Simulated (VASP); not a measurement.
The input files of a VASP run:

**KPOINTS**
```
Automatic mesh
0
Gamma
5 5 5
0 0 0
```

### INCAR
```
SYSTEM = RuSi
PREC = Accurate
ENCUT = 400
EDIFF = 1E-7
NELM = 100
ALGO = Normal
LREAL = .FALSE.
LASPH = .TRUE.
ISMEAR = -5
GGA = PE
LMAXMIX = 4
LWAVE = .FALSE.
LCHARG = .TRUE.
LORBIT = 11
NEDOS = 601
ISIF = 2
LEFG = .TRUE.
```

**POSCAR**
```
RuSi
1
    4.7315313841     0.0000000000     0.0000000000
   -0.0000000000     4.7315313841     0.0000000000
   -0.0000000000     0.0000000000     4.7315313841
Si Ru
4 4
Direct
  0.1623343234   0.3376656766   0.6623343234
  0.6623343234   0.1623343234   0.3376656766
  0.8376656766   0.8376656766   0.8376656766
  0.3376656766   0.6623343234   0.1623343234
  0.8704802812   0.6295197188   0.3704802812
  0.3704802812   0.8704802812   0.6295197188
  0.1295197188   0.1295197188   0.1295197188
  0.6295197188   0.3704802812   0.8704802812
```

POTCAR, in this order: Si Ru_pv (PBE.64 set). Program: vasp_std.

Write an equivalent input for Ansatz.

One equivalent input (not run):
Ansatz 0.2 input:
```yaml
crystal:
  lattice:
    - [4.7315314, 0.0000000, 0.0000000]
    - [0.0000000, 4.7315314, 0.0000000]
    - [0.0000000, 0.0000000, 4.7315314]
  atoms:
    - { symbol: Si, position: [0.1623343, 0.3376657, 0.6623343] }
    - { symbol: Si, position: [0.6623343, 0.1623343, 0.3376657] }
    - { symbol: Si, position: [0.8376657, 0.8376657, 0.8376657] }
    - { symbol: Si, position: [0.3376657, 0.6623343, 0.1623343] }
    - { symbol: Ru, position: [0.8704803, 0.6295197, 0.3704803] }
    - { symbol: Ru, position: [0.3704803, 0.8704803, 0.6295197] }
    - { symbol: Ru, position: [0.1295197, 0.1295197, 0.1295197] }
    - { symbol: Ru, position: [0.6295197, 0.3704803, 0.8704803] }
kpoints:
  mp_grid: { grid: [5, 5, 5] }
hamiltonian:
  xc: pbe
  pseudopotentials: { kind: paw }
scf:
  occupations: { method: tetrahedron }
  max_iter: 100
output: { forces: true, stress: true, eigenvalues: true }
```
The two are equivalent in intent, not identical: each code has its own PAW files, so the cut-off isn't converted (ENCUT is set for VASP's; basis.ecutwfc is left out, and Ansatz then takes the one that its files recommend); Ansatz stops its SCF on the density residual and VASP on the energy change (EDIFF); the field gradients of LEFG aren't asked of the other code.

The compound is RuSi in the B20 structure. It was relaxed first.
